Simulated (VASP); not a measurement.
VASP input:

**INCAR**
```
SYSTEM = PbSe
PREC = Accurate
ENCUT = 400
EDIFF = 1E-6
NELM = 100
ALGO = Normal
LREAL = .FALSE.
LASPH = .TRUE.
ISMEAR = 0
SIGMA = 0.05
GGA = PE
LMAXMIX = 4
LWAVE = .FALSE.
LCHARG = .FALSE.
ISIF = 2
```

### KPOINTS
```
k-points along high-symmetry lines
6
Line-mode
Reciprocal
  0.000000   0.000000   0.000000 ! GAMMA
  0.500000   0.000000   0.500000 ! X

  0.500000   0.000000   0.500000 ! X
  0.625000   0.250000   0.625000 ! U

  0.375000   0.375000   0.750000 ! K
  0.000000   0.000000   0.000000 ! GAMMA

  0.000000   0.000000   0.000000 ! GAMMA
  0.500000   0.500000   0.500000 ! L

  0.500000   0.500000   0.500000 ! L
  0.500000   0.250000   0.750000 ! W

  0.500000   0.250000   0.750000 ! W
  0.500000   0.000000   0.500000 ! X
```

### POSCAR
```
PbSe
1
    0.0000000000     3.1212000000     3.1212000000
    3.1212000000     0.0000000000     3.1212000000
    3.1212000000     3.1212000000     0.0000000000
Pb Se
1 1
Direct
  0.0000000000   0.0000000000   0.0000000000
  0.5000000000   0.5000000000   0.5000000000
```

POTCAR, in this order: Pb_d Se (PBE.64 set). Program: vasp_std.

Question: Does this input run properly? What does VASP do?

Answer: There is a fault: a line-mode KPOINTS file was used for a self-consistent run. The run ends without an error. Against the sound run, the energy per atom (σ→0) falls by 0.290 eV/atom; the pressure drops by 0.98 GPa.

File standard output:
```
 POSCAR found type information on POSCAR PbSe
 POSCAR found :  2 types and       2 ions
 Reading from existing POTCAR
 Reading from existing POTCAR
 LDA part: xc-table for (Slater+PW92), standard interpolation
 POSCAR, INCAR and KPOINTS ok, starting setup
 WAVECAR not read
 entering main loop
       N       E                     dE             d eps       ncg     rms          rms(c)
DAV:   1     0.146246507339E+03    0.14625E+03   -0.82691E+03  1016   0.118E+03
DAV:   2     0.209517273421E+01   -0.14415E+03   -0.14101E+03  1110   0.316E+02
DAV:   3    -0.892542436819E+01   -0.11021E+02   -0.10760E+02  1314   0.949E+01
DAV:   4    -0.915787806709E+01   -0.23245E+00   -0.23239E+00  1100   0.179E+01
DAV:   5    -0.916656148452E+01   -0.86834E-02   -0.86829E-02  1374   0.306E+00    0.290E+00
DAV:   6    -0.878042634247E+01    0.38614E+00   -0.10351E+00  1394   0.769E+00    0.160E+00
DAV:   7    -0.877372996492E+01    0.66964E-02   -0.19295E-01  1146   0.229E+00    0.851E-01
DAV:   8    -0.877954842443E+01   -0.58185E-02   -0.21030E-02  1092   0.174E+00    0.155E-01
DAV:   9    -0.877897821079E+01    0.57021E-03   -0.64792E-03  1458   0.778E-01    0.633E-02
DAV:  10    -0.877904045531E+01   -0.62245E-04   -0.53786E-04  1086   0.159E-01    0.230E-02
DAV:  11    -0.877906624425E+01   -0.25789E-04   -0.93735E-05  1146   0.943E-02    0.105E-02
DAV:  12    -0.877906752999E+01   -0.12857E-05   -0.85122E-06  1176   0.283E-02    0.374E-03
DAV:  13    -0.877906764934E+01   -0.11935E-06   -0.47577E-07   768   0.723E-03
   1 F= -.87790676E+01 E0= -.87790676E+01  d E =-.245758E-10
```

**OUTCAR**
```
------------------------ aborting loop because EDIFF is reached ----------------------------------------
  FORCE on cell =-STRESS in cart. coord.  units (eV):
  Direction    XX          YY          ZZ          XY          YZ          ZX
  --------------------------------------------------------------------------------------
  Total       -0.6067767     -0.6067767     -0.6067767     -0.0000000      0.0000000     -0.0000000
  in kB      -15.9861795    -15.9861795    -15.9861795     -0.0000000      0.0000000     -0.0000000
  external PRESSURE =     -15.9861795 kB  Pullay stress =       0.0000000 kB
  volume of cell :       60.81
      direct lattice vectors                 reciprocal lattice vectors
     0.000000000  3.121200000  3.121200000    -0.160194797  0.160194797  0.160194797
     3.121200000  0.000000000  3.121200000     0.160194797 -0.160194797  0.160194797
     3.121200000  3.121200000  0.000000000     0.160194797  0.160194797 -0.160194797
  FREE ENERGIE OF THE ION-ELECTRON SYSTEM (eV)
  ---------------------------------------------------
  free  energy   TOTEN  =        -8.7790676493 eV

  energy  without entropy=       -8.7790676493  energy(sigma->0) =       -8.77906765
```
(Selected blocks of OUTCAR.)

To mend it, correct KPOINTS.
KPOINTS:
```
Automatic mesh
0
Gamma
6 6 6
0 0 0
```
The mended run (PBE GGA, plane waves, VASP's PBE PAW potentials (set 64)) converges, and its OSZICAR ends with
```
   1 F= -.81997005E+01 E0= -.81997005E+01  d E =-.389246E-12
```

The compound is PbSe in the rock salt structure. The cell was not relaxed at this level.
